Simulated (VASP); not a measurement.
# A VASP study of B2SbN (optB86b-vdW): structure first, properties next, part 2 of 6

Aim: relax B2SbN, then compute properties on the relaxed cell. The cell is invented: it takes the structure of COD entry 9008833, BAs (space group 216 there), with some of its atoms replaced by other elements, volume scaled by an estimate. It may not be a known or stable phase. Left out of this account: 1 further run (relaxation: it shows nothing beyond the runs told).

VASP 6.6.1, plane waves and PAW; the level of theory is named at each step.

Still holding for the runs below: The k-mesh is coarse for a metal.

So far. Step 2 (Rough relaxation of the start cell): It ends with a largest force of 0.008 eV/Å and a pressure of -0.02 GPa.

### 3. Relaxing cell and atoms (optB86b-vdW)

Level of this step: optB86b-vdW; plane waves and PAW (Sb, N, B); invented cell (VASP).

Properties are meant for the cell that this level of theory prefers, so cell and atoms are relaxed first (ISIF = 3) until forces and stress are small; EDIFFG sets the threshold.

INCAR

```
SYSTEM = B2SbN
PREC = Accurate
ENCUT = 520
EDIFF = 1E-06
NELM = 100
ISMEAR = 0
SIGMA = 0.05
LREAL = .FALSE.
ALGO = Normal
GGA = MK
AGGAC = 0
LUSE_VDW = .TRUE.
PARAM1 = 0.1234
PARAM2 = 1
LASPH = .TRUE.
NBANDS = 14
LORBIT = 11
LWAVE = .FALSE.
LCHARG = .FALSE.
KPAR = 2
IBRION = 2
NSW = 60
ISIF = 3
EDIFFG = -0.01
```

POSCAR

```
B2SbN
1.0
    3.1511527448      0.0000000000      0.0000000000
    0.0000000000      3.1511527448      0.0000000000
    0.0000000000      0.0000000000      4.6344779094
Sb N B
1 1 2
Direct
    0.5000000000      0.5000000000      0.0000000000
    0.0000000000      0.0000000000      0.5000000000
    0.0000000000      0.5000000000      0.3281318637
    0.5000000000      0.0000000000      0.6718681363
```

KPOINTS

```
Automatic mesh
0
Gamma
7 7 5
0 0 0
```

PAW data sets: Sb, N and B (PBE family, release 64).

On the command line:

```
mpirun -np 2 vasp_std
```

What it wrote:

```text
[banner, memory and clock lines left out]
running    2 mpi-ranks, on    1 nodes
 distrk:  each k-point on    1 cores,    2 groups
 distr:  one band on    1 cores,    1 groups

 POSCAR found type information on POSCAR SbN B
 POSCAR found :  3 types and       4 ions
 [... a notice as in an earlier step ...]

 [... a notice as in an earlier step ...]

 LDA part: xc-table for (Slater+PW92), standard interpolation
 POSCAR, INCAR and KPOINTS ok, starting setup
 FFT: planning ... GRIDC
 FFT: planning ... GRID_SOFT
 FFT: planning ... GRID
 WAVECAR not read
 entering main loop
       N       E                     dE             d eps       ncg     rms          rms(c)
DAV:   1     0.618268665013E+02    0.61827E+02   -0.68432E+03   840   0.101E+03
DAV:   2    -0.152810496043E+02   -0.77108E+02   -0.70532E+02  1146   0.186E+02
DAV:   3    -0.196700227671E+02   -0.43890E+01   -0.43149E+01  1062   0.494E+01
DAV:   4    -0.197261300976E+02   -0.56107E-01   -0.56006E-01   996   0.600E+00
DAV:   5    -0.197271376012E+02   -0.10075E-02   -0.10073E-02  1046   0.778E-01    0.753E+00
DAV:   6    -0.188239876674E+02    0.90315E+00   -0.14608E+00  1108   0.108E+01    0.430E+00
DAV:   7    -0.187256491413E+02    0.98339E-01   -0.35624E-01   930   0.478E+00    0.187E+00
DAV:   8    -0.187097797097E+02    0.15869E-01   -0.57907E-02  1104   0.168E+00    0.586E-01
DAV:   9    -0.187098783747E+02   -0.98665E-04   -0.59293E-03  1050   0.737E-01    0.192E-01
DAV:  10    -0.187099672578E+02   -0.88883E-04   -0.97269E-04  1118   0.293E-01    0.545E-02
DAV:  11    -0.187100150468E+02   -0.47789E-04   -0.23311E-04   930   0.121E-01    0.262E-02
DAV:  12    -0.187100088501E+02    0.61968E-05   -0.19884E-05  1112   0.403E-02    0.115E-02
DAV:  13    -0.187100109627E+02   -0.21126E-05   -0.65500E-06   894   0.206E-02    0.350E-03
DAV:  14    -0.187100109587E+02    0.40378E-08   -0.74089E-08   510   0.223E-03
   1 F= -.18710011E+02 E0= -.18709580E+02  d E =-.187100E+02
 curvature:   0.00 expect dE= 0.000E+00 dE for cont linesearch  0.000E+00
 trial: gam= 0.00000 g(F)=  0.113E-02 g(S)=  0.287E-03 ort = 0.000E+00 (trialstep = 0.100E+01)
 search vector abs. value=  0.141E-02
 bond charge predicted
       N       E                     dE             d eps       ncg     rms          rms(c)
DAV:   1    -0.187107088147E+02   -0.69785E-03   -0.43631E-02   840   0.162E+00    0.152E-01
DAV:   2    -0.187104594425E+02    0.24937E-03   -0.73498E-04  1140   0.301E-01    0.468E-02
DAV:   3    -0.187104470489E+02    0.12394E-04   -0.14884E-04   900   0.894E-02    0.223E-02
DAV:   4    -0.187104422317E+02    0.48172E-05   -0.25207E-05  1198   0.469E-02    0.129E-02
DAV:   5    -0.187104397071E+02    0.25246E-05   -0.75140E-06  1088   0.256E-02    0.468E-03
DAV:   6    -0.187104398513E+02   -0.14421E-06   -0.13816E-06   486   0.984E-03
   2 F= -.18710440E+02 E0= -.18710048E+02  d E =-.428893E-03
[...]
3 F= -.18710520E+02 E0= -.18710116E+02  d E =-.509259E-03
 curvature:  -0.36 expect dE=-0.792E-04 dE for cont linesearch -0.678E-07
 trial: gam= 0.16939 g(F)=  0.398E-04 g(S)=  0.183E-03 ort =-0.164E-04 (trialstep = 0.943E+00)
 search vector abs. value=  0.258E-03
 bond charge predicted
       N       E                     dE             d eps       ncg     rms          rms(c)
DAV:   1    -0.187107134749E+02   -0.19274E-03   -0.72071E-03   840   0.650E-01    0.625E-02
DAV:   2    -0.187106358526E+02    0.77622E-04   -0.23410E-04  1092   0.134E-01    0.214E-02
DAV:   3    -0.187106255815E+02    0.10271E-04   -0.27020E-05  1026   0.487E-02    0.119E-02
DAV:   4    -0.187106214160E+02    0.41654E-05   -0.94284E-06  1092   0.204E-02    0.353E-03
DAV:   5    -0.187106211419E+02    0.27408E-06   -0.58333E-07   486   0.754E-03
   4 F= -.18710621E+02 E0= -.18710237E+02  d E =-.100925E-03
 trial-energy change:   -0.000101  1 .order   -0.000104   -0.000208   -0.000001
 step:   0.9472(harm=  0.9472)  dis= 0.00176  next Energy=   -18.710624 (dE=-0.104E-03)
 reached required accuracy - stopping structural energy minimisation
```

Run time: 71 s. Hardware: 2 MPI ranks of Intel Xeon Platinum 8375C at 2.90GHz (Ice Lake), shared host; peak memory 0.62 GiB; 2.3 min of CPU time.

From OUTCAR (step 3):

```text
  LATTYP: Found a simple tetragonal cell.
 ALAT       =     3.1511527448
 C/A-ratio  =     1.4707246156

The static configuration has the point symmetry D_2d.

 Found     30 irreducible k-points:

   k-points           NKPTS =     30   k-points in BZ     NKDIM =     30   number of bands    NBANDS=     14

   dimension x,y,z NGX =    24 NGY =   24 NGZ =   36
   dimension x,y,z NGXF=    48 NGYF=   48 NGZF=   72

   ENCUT  =  520.0 eV  38.22 Ry    6.18 a.u.   5.86  5.86  8.62*2*pi/ulx,y,z

   NELECT =      16.0000    total number of electrons

 E-fermi :   9.1523

 k-point     1 :       0.0000    0.0000    0.0000
  band No.  band energies     occupation
    ...
      3      -0.4428      2.00000
      4       2.5537      2.00000
      5       2.5537      2.00000
      6       7.5769      2.00000
      7       8.0975      2.00000
      8       9.5175      0.00000
      9       9.5175      0.00000
     10      10.5613      0.00000
     11      12.7449      0.00000
     12      12.7449      0.00000
    ...

 k-point     2 :       0.1429    0.0000    0.0000
  band No.  band energies     occupation
    ...
      4       1.8024      2.00000
      5       2.6837      2.00000
      6       6.9405      2.00000
      7       7.7441      2.00000
      8       8.7796      2.00000
      9       9.4255      0.00000
     10      11.3349      0.00000
     11      12.2178      0.00000
     12      13.0103      0.00000
     13      14.0265      0.00000
    ...

Total vdW correction in eV:      2.1526858

  Total        0.0147647      0.0147647     -0.0222287      0.0000000     -0.0000000     -0.0000000
  in kB        0.5142290      0.5142290     -0.7741871      0.0000000     -0.0000000     -0.0000000
  external PRESSURE =       0.0847570 kB  Pullay stress =       0.0000000 kB

  energy-cutoff  :      520.00
  volume of cell :       46.00
      direct lattice vectors                 reciprocal lattice vectors
     3.150529457  0.000000000  0.000000000     0.317406967  0.000000000  0.000000000
     0.000000000  3.150529457 -0.000000000     0.000000000  0.317406967  0.000000000
     0.000000000 -0.000000000  4.634593743     0.000000000  0.000000000  0.215768642

 POSITION                                       TOTAL-FORCE (eV/Angst)
 -----------------------------------------------------------------------------------
      1.57526      1.57526     -0.00000        -0.000000     -0.000000      0.000000
      0.00000     -0.00000      2.31730        -0.000000     -0.000000      0.000000
      0.00000      1.57526      1.51527        -0.000000     -0.000000      0.001293
      1.57526      3.15053      3.11933         0.000000      0.000000     -0.001293
 -----------------------------------------------------------------------------------
    total drift:                               -0.000000      0.000000     -0.000000

  FREE ENERGIE OF THE ION-ELECTRON SYSTEM (eV)
  ---------------------------------------------------
  free  energy   TOTEN  =       -18.7106211419 eV

  energy  without entropy=      -18.7098531030  energy(sigma->0) =      -18.71023712

Total vdW correction in eV:      2.1526691

 total charge
# of ion       s       p       d       tot
------------------------------------------
    1        1.097   1.559   0.091   2.746
    2        1.212   2.410   0.000   3.622
    3        0.611   1.099   0.000   1.710
    4        0.611   1.099   0.000   1.710
--------------------------------------------------
tot          3.530   6.167   0.091   9.787

[... 2 parts as in an earlier step ...]

[... 7 further parts left out ...]
```

Step by step:

| step | energy less that of the first step (eV) | largest force (eV/Å) | pressure (GPa) | volume (Å³) |
| --- | --- | --- | --- | --- |
| 1 | 0.0000 | 0.1080 | -0.31 | 46.02 |
| 2 | -0.0004 | 0.0146 | 0.46 | 45.87 |
| 3 | -0.0005 | 0.0203 | 0.25 | 45.91 |
| 4 | -0.0006 | 0.0013 | 0.01 | 46.00 |

| conventional cell, symmetrised | before | after | change |
| --- | --- | --- | --- |
| a (Å) | 3.151 | 3.151 | -0.0 % |
| b (Å) | 3.151 | 3.151 | -0.0 % |
| c (Å) | 4.634 | 4.635 | +0.0 % |
| volume (Å³/atom) | 11.50 | 11.50 | -0.0 % |

Final coordinates:

```xyz
4
Lattice="3.1505 0.0000 0.0000 0.0000 3.1505 0.0000 0.0000 0.0000 4.6346" Properties=species:S:1:pos:R:3 pbc="T T T"
Sb    1.5753    1.5753    0.0000
N     0.0000    0.0000    2.3173
B     0.0000    1.5753    1.5153
B     1.5753    0.0000    3.1193
```

Numbers from this step:

```yaml
irreducible_k_points: 30
free_energy_toten: -18.71 eV
energy_at_zero_smearing: -18.71 eV
fermi_energy: 9.152 eV
pressure: 0.008476 GPa
scf_cycles_over_all_ionic_steps: 30
```

It ends with a largest force of 0.001 eV/Å and a pressure of 0.01 GPa.

### 4. Single point with fields (optB86b-vdW)

A single point on the relaxed cell gives a clean self-consistent state, with density, ELF and potential written out.

Changes to INCAR since step 3:

```diff
@@ -18,7 +18,5 @@
 LWAVE = .FALSE.
-LCHARG = .FALSE.
-KPAR = 2
-IBRION = 2
-NSW = 60
-ISIF = 3
-EDIFFG = -0.01
+LCHARG = .TRUE.
+ISIF = 2
+LELF = .TRUE.
+LVHAR = .TRUE.
```

POSCAR

```
B2SbN
1.0
    3.1505294572      0.0000000000      0.0000000000
    0.0000000000      3.1505294572      0.0000000000
    0.0000000000      0.0000000000      4.6345937426
Sb N B
1 1 2
Direct
    0.5000000000      0.5000000000      0.0000000000
    0.0000000000      0.0000000000      0.5000000000
    0.0000000000      0.5000000000      0.3269467459
    0.5000000000      0.0000000000      0.6730532541
```

KPOINTS is that of step 3.

On the command line:

```
mpirun -np 2 vasp_std
```

What it wrote:

```text
[banner, memory and clock lines left out]
running    2 mpi-ranks, on    1 nodes
 distrk:  each k-point on    2 cores,    1 groups
 distr:  one band on    1 cores,    2 groups

 POSCAR found type information on POSCAR SbN B
 POSCAR found :  3 types and       4 ions
 [... a notice as in an earlier step ...]

 [... a notice as in an earlier step ...]

 LDA part: xc-table for (Slater+PW92), standard interpolation
 POSCAR, INCAR and KPOINTS ok, starting setup
 FFT: planning ... GRIDC
 FFT: planning ... GRID_SOFT
 FFT: planning ... GRID
 WAVECAR not read
 entering main loop
       N       E                     dE             d eps       ncg     rms          rms(c)
DAV:   1     0.701142156728E+02    0.70114E+02   -0.67458E+03   840   0.101E+03
DAV:   2    -0.145005281619E+02   -0.84615E+02   -0.77879E+02  1204   0.192E+02
DAV:   3    -0.196590728931E+02   -0.51585E+01   -0.50546E+01  1080   0.524E+01
DAV:   4    -0.197274802145E+02   -0.68407E-01   -0.68341E-01   978   0.659E+00
DAV:   5    -0.197285206594E+02   -0.10404E-02   -0.10401E-02  1098   0.804E-01    0.755E+00
DAV:   6    -0.188252353910E+02    0.90329E+00   -0.14403E+00  1120   0.107E+01    0.432E+00
DAV:   7    -0.187260802547E+02    0.99155E-01   -0.36408E-01   954   0.478E+00    0.186E+00
DAV:   8    -0.187103469352E+02    0.15733E-01   -0.56675E-02  1086   0.167E+00    0.586E-01
DAV:   9    -0.187104806293E+02   -0.13369E-03   -0.59287E-03  1062   0.736E-01    0.190E-01
DAV:  10    -0.187105618016E+02   -0.81172E-04   -0.96004E-04  1106   0.292E-01    0.547E-02
DAV:  11    -0.187106098425E+02   -0.48041E-04   -0.23272E-04   918   0.122E-01    0.263E-02
DAV:  12    -0.187106036372E+02    0.62053E-05   -0.19812E-05  1112   0.401E-02    0.116E-02
DAV:  13    -0.187106057132E+02   -0.20760E-05   -0.65170E-06   894   0.206E-02    0.351E-03
DAV:  14    -0.187106057093E+02    0.39000E-08   -0.76852E-08   522   0.227E-03
   1 F= -.18710606E+02 E0= -.18710222E+02  d E =-.767642E-03
```

Wall time 19 s (2 MPI ranks); peak memory 0.49 GiB; 35 s of CPU time.

Parts of OUTCAR (step 4):

```text
  LATTYP: Found a simple tetragonal cell.
 ALAT       =     3.1505294572
 C/A-ratio  =     1.4710523439

The static configuration has the point symmetry D_2d.

 Found     30 irreducible k-points:

   NELECT =      16.0000    total number of electrons

 E-fermi :   9.1523

 k-point     1 :       0.0000    0.0000    0.0000
  band No.  band energies     occupation
    ...
      3      -0.4428      2.00000
      4       2.5539      2.00000
      5       2.5539      2.00000
      6       7.5771      2.00000
      7       8.0976      2.00000
      8       9.5175      0.00000
      9       9.5175      0.00000
     10      10.5613      0.00000
     11      12.7449      0.00000
     12      12.7449      0.00000
    ...

 k-point     2 :       0.1429    0.0000    0.0000
  band No.  band energies     occupation
    ...
      4       1.8025      2.00000
      5       2.6840      2.00000
      6       6.9406      2.00000
      7       7.7441      2.00000
      8       8.7797      2.00000
      9       9.4255      0.00000
     10      11.3349      0.00000
     11      12.2177      0.00000
     12      13.0103      0.00000
     13      14.0264      0.00000
    ...

Total vdW correction in eV:      2.1526631

  Total        0.0124462      0.0124462     -0.0254945      0.0000000     -0.0000000      0.0000000
  in kB        0.4334801      0.4334801     -0.8879297      0.0000000     -0.0000000      0.0000000
  external PRESSURE =      -0.0069898 kB  Pullay stress =       0.0000000 kB

  energy-cutoff  :      520.00
  volume of cell :       46.00
      direct lattice vectors                 reciprocal lattice vectors
     3.150529457  0.000000000  0.000000000     0.317406967  0.000000000  0.000000000
     0.000000000  3.150529457  0.000000000     0.000000000  0.317406967  0.000000000
     0.000000000  0.000000000  4.634593743     0.000000000  0.000000000  0.215768642

 POSITION                                       TOTAL-FORCE (eV/Angst)
 -----------------------------------------------------------------------------------
      1.57526      1.57526      0.00000        -0.000000     -0.000000      0.000000
      0.00000      0.00000      2.31730        -0.000000      0.000000      0.000000
      0.00000      1.57526      1.51527         0.000000     -0.000000      0.001039
      1.57526      0.00000      3.11933        -0.000000     -0.000000     -0.001039
 -----------------------------------------------------------------------------------
    total drift:                               -0.000000     -0.000000      0.000000

  FREE ENERGIE OF THE ION-ELECTRON SYSTEM (eV)
  ---------------------------------------------------
  free  energy   TOTEN  =       -18.7106057093 eV

  energy  without entropy=      -18.7098380670  energy(sigma->0) =      -18.71022189

Total vdW correction in eV:      2.1526771

[... 6 parts as in an earlier step ...]

[... 6 further parts left out ...]
```

Numbers from this step:

| Item | Value |
| --- | --- |
| SCF cycles | 14 |
| pressure | -6.99e-4 GPa |

Valence electrons inside each PAW sphere by angular momentum. Sphere charges, by row:

| atom | s (e) | p (e) | d (e) | tot (e) |
| --- | --- | --- | --- | --- |
| Sb1 | 1.097 | 1.559 | 0.091 | 2.746 |
| N2 | 1.212 | 2.41 | 0 | 3.622 |
| B3 | 0.611 | 1.099 | 0 | 1.71 |
| B4 | 0.611 | 1.099 | 0 | 1.71 |

Electrostatic potential energy in the ac plane at fractional y = 0.000, with atoms of N and B within 0.2 Å of it. With pseudopotentials it is smooth inside the atoms' cores, unlike the true potential.

Ten even steps from '0' (-51 eV) to '9' (2 eV):
```
9999999999999999
9999999999999999
9999999888999999
9999988777889999
9999986434689999
9999863343368999
9999843797348999
8998843999348899
4578853686358875
0037863232368730
1005887545788500
3104888888888401
1005899999998500
0038999999999830
4589999999999985
8999999999999999
9999999999999999
9999999999999999
9999999999999999
9999999999999999
9999999999999999
9999999999999999
9999999999999999
9999999999999999
```
Columns run along a (3.2 Å; values clipped at the 3rd and 97th percentile), rows up along c (4.6 Å). Atoms in or near the plane, at fractional coordinates: N at (0.00, 0.50), B at (0.50, 0.67).

Valence density in the ac plane at fractional y = 0.000, with atoms of N and B within 0.2 Å of it. It is the smooth field of the valence electrons, not physical close to the nuclei.

Values in e/Å³, 20 rows by 16 columns, each cell a mean:
```
0.0 0.1 0.1 0.1 0.1 0.2 0.2 0.3 0.3 0.3 0.2 0.2 0.1 0.1 0.1 0.1
0.0 0.1 0.1 0.1 0.2 0.2 0.3 0.4 0.4 0.4 0.3 0.2 0.2 0.1 0.1 0.1
0.1 0.1 0.1 0.1 0.2 0.3 0.4 0.5 0.5 0.5 0.4 0.3 0.2 0.1 0.1 0.1
0.1 0.1 0.1 0.2 0.2 0.4 0.5 0.6 0.7 0.6 0.5 0.4 0.2 0.2 0.1 0.1
0.2 0.2 0.2 0.2 0.3 0.4 0.6 0.6 0.6 0.6 0.6 0.4 0.3 0.2 0.2 0.2
0.4 0.4 0.4 0.4 0.5 0.5 0.6 0.5 0.4 0.5 0.6 0.5 0.5 0.4 0.4 0.4
1.1 1.0 0.8 0.7 0.7 0.7 0.6 0.4 0.3 0.4 0.6 0.7 0.7 0.7 0.8 1.0
2.4 2.1 1.6 1.1 0.8 0.7 0.6 0.5 0.4 0.5 0.6 0.7 0.8 1.1 1.6 2.1
3.5 3.3 2.5 1.5 1.0 0.7 0.6 0.5 0.4 0.5 0.6 0.7 1.0 1.5 2.5 3.3
3.6 3.5 2.8 1.6 0.9 0.6 0.4 0.3 0.3 0.3 0.4 0.6 0.9 1.6 2.8 3.5
3.6 3.3 2.4 1.3 0.7 0.4 0.2 0.2 0.2 0.2 0.2 0.4 0.7 1.3 2.4 3.3
2.6 2.2 1.5 0.8 0.4 0.2 0.2 0.1 0.1 0.1 0.2 0.2 0.4 0.8 1.5 2.2
1.2 1.1 0.8 0.5 0.3 0.2 0.1 0.1 0.1 0.1 0.1 0.2 0.3 0.5 0.8 1.1
0.5 0.5 0.4 0.2 0.2 0.1 0.1 0.1 0.1 0.1 0.1 0.1 0.2 0.2 0.4 0.5
0.2 0.2 0.2 0.1 0.1 0.1 0.1 0.1 0.1 0.1 0.1 0.1 0.1 0.1 0.2 0.2
0.1 0.1 0.1 0.1 0.1 0.1 0.1 0.1 0.1 0.1 0.1 0.1 0.1 0.1 0.1 0.1
0.1 0.1 0.1 0.1 0.1 0.1 0.1 0.1 0.1 0.1 0.1 0.1 0.1 0.1 0.1 0.1
0.1 0.1 0.1 0.1 0.1 0.1 0.1 0.1 0.1 0.1 0.1 0.1 0.1 0.1 0.1 0.1
0.0 0.0 0.1 0.1 0.1 0.1 0.2 0.2 0.2 0.2 0.2 0.1 0.1 0.1 0.1 0.0
0.0 0.0 0.1 0.1 0.1 0.2 0.2 0.2 0.2 0.2 0.2 0.2 0.1 0.1 0.1 0.0
```
Columns run along a (3.2 Å), rows up along c (4.6 Å). Atoms in or near the plane, at fractional coordinates: N at (0.00, 0.50), B at (0.50, 0.67).

ELF in the ac plane at fractional y = 0.000, with atoms of N and B within 0.2 Å of it. It is the smooth field of the valence electrons, not physical close to the nuclei.

Ten even steps from '0' (0.02) to '9' (0.90):
```
0001234555432100
0001245666542100
0001346777643100
0001346777643100
0112345555543211
3333333212333333
6665531000135566
8888752000257888
9999984000489999
7899996212699998
3589997424799985
0278876434678872
3478764222467874
7787642111246787
9987421000124789
8875210000012578
6642100000001246
3210000000000012
0000000000000000
0000000010000000
0000001111100000
0000112222211000
0000122333221000
0001123444321100
```
Columns run along a (3.2 Å), rows up along c (4.6 Å). Atoms in or near the plane, at fractional coordinates: N at (0.00, 0.50), B at (0.50, 0.67).

In this run the pressure is 0.00 GPa, small enough to go on.

[end of part 2 of 6]

[Lines on the potential files, build, host, timing and source positions are cut from VASP's logs without a mark.]

[Logs are printed without paths, hosts, clocks, repeated set-up lines and the standing remarks that a program may print on its own settings, such as how far it seeks lower states.]

[Hosts, paths, dates, database ids (printed as entryN), source tags and the programs' standing remarks are cut or masked in the printed files.]

[A measured line is paired with the nearest computed mode of its activity, which favours agreement.]
